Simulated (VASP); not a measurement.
**Ho (hcp): computed properties**

The numbers are results of r2SCAN meta-GGA, VASP's PBE PAW potentials (set 64) (plane waves; VASP), not measurements.

```
Item                                                                                     Result
----------------------------------  -----------------------------------------------------------
space group                                                                      P6_3/mmc (194)
cell                                a = b = 3.6099 Å, c = 5.5544 Å, α = β = 90.00°, γ = 120.00°
volume per atom                                                                  31.34 Å^3/atom
band gap (over mesh and band path)                     none (metal, semimetal or under 0.01 eV)
density                                                                              8.74 g/cm³
```

```cif
data_Ho2
_chemical_formula_sum 'Ho2'
_space_group_name_H-M_alt 'P63/mmc'
_space_group_IT_number 194
_space_group_name_Hall '-P 6c 2c'
_cell_length_a 3.60992
_cell_length_b 3.60992
_cell_length_c 5.55444
_cell_angle_alpha 90.000
_cell_angle_beta 90.000
_cell_angle_gamma 120.000
loop_
_atom_site_label
_atom_site_type_symbol
_atom_site_symmetry_multiplicity
_atom_site_Wyckoff_symbol
_atom_site_fract_x
_atom_site_fract_y
_atom_site_fract_z
_atom_site_occupancy
Ho1 Ho 2 c 0.33333 0.66667 0.25000 1
```

Measured: a 3.578 Å at 293 K (computed value off by +0.9 %), c 5.618 Å at 293 K (computed value off by -1.1 %), as given by Wikipedia, Holmium (infobox). The calculation is for a static lattice, while the measured a, c hold thermal and zero-point effects, which are part of the difference. The 4f electrons are frozen in the core of the lanthanide potential, so 4f levels, which can set the real gap, and their magnetism are missing.

The compound is Ho in the hcp structure. It was relaxed first. Symmetry was kept, so distortions that lower it aren't found.
